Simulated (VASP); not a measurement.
Level of theory: PBE GGA with D4 dispersion, VASP's PBE PAW potentials (set 64) (plane waves; VASP).

Input for VASP

### KPOINTS
```
Automatic mesh
0
Gamma
8 8 5
0 0 0
```

### POSCAR
```
GaN
1.0
  1.6241573149  -2.8131229503   0.0000000000
  1.6241573149   2.8131229503   0.0000000000
  0.0000000000   0.0000000000   5.2886635316
Ga N
2 2
Direct
  0.6666670000   0.3333330000   0.5000401172
  0.3333330000   0.6666670000   0.0000401172
  0.6666670000   0.3333330000   0.8769598828
  0.3333330000   0.6666670000   0.3769598828
```

**INCAR**
```
SYSTEM  =  GaN
SIGMA  =  0.05   # width (eV)
NSW  =  30
EDIFF  =  1E-7
EDIFFG  =  -0.01   # ionic stop
NELM  =  100
LREAL  =  .False.   # projection in real space or not
ISMEAR  =  0   # Gaussian
LWAVE  =  .False.
ALGO  =  Normal
ISIF  =  4
LMAXMIX  =  4
LCHARG  =  .False.
GGA  =  PE
IVDW  =  13
ENCUT  =  520   # plane-wave cut-off (eV)
PREC  =  Accurate
LASPH  =  .True.   # aspherical one-centre terms
IBRION  =  2   # conjugate gradients
```

POTCAR, in this order: Ga_d N (PBE.64 set). Program: vasp_std.

Question: Predict the energy per atom (σ→0), dispersion energy.

Answer: 
The energy per atom (σ→0) comes out as -6.456 eV/atom and the dispersion energy is -1.514 eV.

**OSZICAR**
```
...
       N       E                     dE             d eps       ncg     rms          rms(c)
DAV:   1    -0.243108023234E+02   -0.14217E-03   -0.37018E-03  1446   0.526E-01    0.696E-02
DAV:   2    -0.243107203554E+02    0.81968E-04   -0.22187E-04  1608   0.237E-01    0.421E-02
DAV:   3    -0.243106687635E+02    0.51592E-04   -0.83842E-05  1842   0.148E-01    0.377E-03
DAV:   4    -0.243106707496E+02   -0.19861E-05   -0.23693E-05  1380   0.517E-02    0.252E-03
DAV:   5    -0.243106705998E+02    0.14986E-06   -0.10258E-06  1664   0.105E-02    0.744E-04
DAV:   6    -0.243106706153E+02   -0.15570E-07   -0.23647E-07  1294   0.414E-03
   2 F= -.25824706E+02 E0= -.25824706E+02  d E =-.201380E-04
```

The compound is GaN in the wurtzite structure. This cell is one point of a volume scan, at 1.06 of the reference volume. Symmetry was kept, so distortions that lower it aren't found.
